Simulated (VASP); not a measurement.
Input for VASP

POSCAR:
```
CsI
1.0
  4.6519402186   0.0000000000   0.0000000000
  0.0000000000   4.6519402186   0.0000000000
  0.0000000000   0.0000000000   4.6519402186
Cs I
1 1
Cart
  0.0000000000   0.0000000000   0.0000000000
  2.3259701093   2.3259701093   2.3259701093
```

### INCAR
```
ENCUT = 480   # plane-wave cut-off (eV)
LASPH = .TRUE.   # aspherical one-centre terms
EDIFF = 1E-7
NELM = 100
SIGMA = 0.05   # width (eV)
SYSTEM = CsI
ALGO = Normal
ISMEAR = 0   # Gaussian
LCHARG = .FALSE.
ISIF = 2
PREC = Accurate
GGA = PS   # PBEsol
LWAVE = .FALSE.
LMAXMIX = 4   # l cut-off of mixed one-centre charges
LREAL = .FALSE.   # projection in real space or not
```

KPOINTS:
```
K-points
0
G
6 6 6
0 0 0
```

POTCAR, in this order: Cs_sv I (PBE.64 set). Program: vasp_std.

### Question
Translate this PBEsol calculation to Quantum ESPRESSO's pw.x.

### Answer
One equivalent input (not run):
```
&CONTROL
  calculation = 'scf'
  pseudo_dir = './pseudo'
  outdir = './out'
  tprnfor = .true.
  tstress = .true.
/
&SYSTEM
  ibrav = 0
  nat = 2
  ntyp = 2
  ecutwfc = 70
  occupations = 'smearing'
  smearing = 'gaussian'
  degauss = 0.003675
  input_dft = 'pbesol'
/
&ELECTRONS
  conv_thr = 7.3e-09
  electron_maxstep = 100
/
ATOMIC_SPECIES
  Cs 132.905 Cs.upf
  I 126.904 I.upf
CELL_PARAMETERS angstrom
     4.6519402    0.0000000    0.0000000
     0.0000000    4.6519402    0.0000000
     0.0000000    0.0000000    4.6519402
ATOMIC_POSITIONS crystal
  Cs   0.0000000  0.0000000  0.0000000
  I    0.5000000  0.5000000  0.5000000
K_POINTS automatic
  6 6 6 0 0 0
```
What does not carry over: the potentials are each code's own (VASP's PAW set, PseudoDojo norm-conserving files in pw.x), so ENCUT and ecutwfc are chosen apart and not converted; conv_thr bounds pw.x's estimated SCF error, while EDIFF bounds the energy change between steps.

The compound is CsI in the CsCl type structure. This cell was strained or had an atom moved on purpose.
